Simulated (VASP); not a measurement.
These are PBEsol GGA, VASP's PBE PAW potentials (set 64) (plane waves; VASP) values and carry that method's errors.

Input for VASP

### INCAR
```
SYSTEM = Os(100) slab
PREC = Normal; ENCUT = 400; LREAL = .False.
LASPH = .True.
EDIFF = 1E-6; NELM = 100; NELMIN = 4
ALGO = Normal; LMAXMIX = 6
ISMEAR = 1; SIGMA = 0.1
GGA = PS
LWAVE = .False.; LCHARG = .False.; LORBIT = 11
LVHAR = .True.
DIPOL = 0.5 0.5 0.5
LDIPOL = .True.; IDIPOL = 3
```

### POSCAR
```
Os(100) slab
1
    4.3063851951     0.0000000000     0.0000000000
    0.0000000000     2.7310629018     0.0000000000
    0.0000000000     0.0000000000    24.4665191198
Os
8
Direct
  0.2500000000   0.5000000000   0.3703750761
  0.7500000000   0.0000000000   0.3440564381
  0.2500000000   0.0000000000   0.4664067083
  0.7500000000   0.5000000000   0.4350789748
  0.2500000000   0.5000000000   0.5649210252
  0.7500000000   0.0000000000   0.5335932917
  0.2500000000   0.0000000000   0.6559435619
  0.7500000000   0.5000000000   0.6296249239
```

**KPOINTS**
```
Automatic mesh
0
Gamma
7 10 1
0 0 0
```

POTCAR, in this order: Os (PBE.64 set). Program: vasp_std. Read from the step before: WAVECAR.

Unless said otherwise, spin-orbit coupling is left out, though it shifts the bands of the heavy elements here.

Task: Estimate the energy per atom (σ→0), band gap (on the k-mesh).

Result: 
```yaml
energy per atom (σ→0): -11.532 eV/atom
band gap (on the k-mesh): none (metal, semimetal or under 0.01 eV)
```

### OSZICAR
```
       N       E                     dE             d eps       ncg     rms          rms(c)
DAV:   1    -0.922576264075E+02   -0.92258E+02   -0.56905E-04  3064   0.131E-01    0.713E-02
DAV:   2    -0.922583137200E+02   -0.68731E-03   -0.58873E-03  3224   0.410E-01    0.197E-01
DAV:   3    -0.922575607455E+02    0.75297E-03   -0.37046E-03  3392   0.351E-01    0.459E-02
DAV:   4    -0.922575229965E+02    0.37749E-04   -0.24083E-04  3160   0.101E-01    0.674E-03
DAV:   5    -0.922575245322E+02   -0.15357E-05   -0.15916E-05  2308   0.241E-02    0.268E-03
DAV:   6    -0.922575245994E+02   -0.67185E-07   -0.67901E-07  1326   0.416E-03
   1 F= -.92257525E+02 E0= -.92255396E+02  d E =-.638715E-02
```

The cell is a thin slab with vacuum, built from Os (hcp): (100) face.
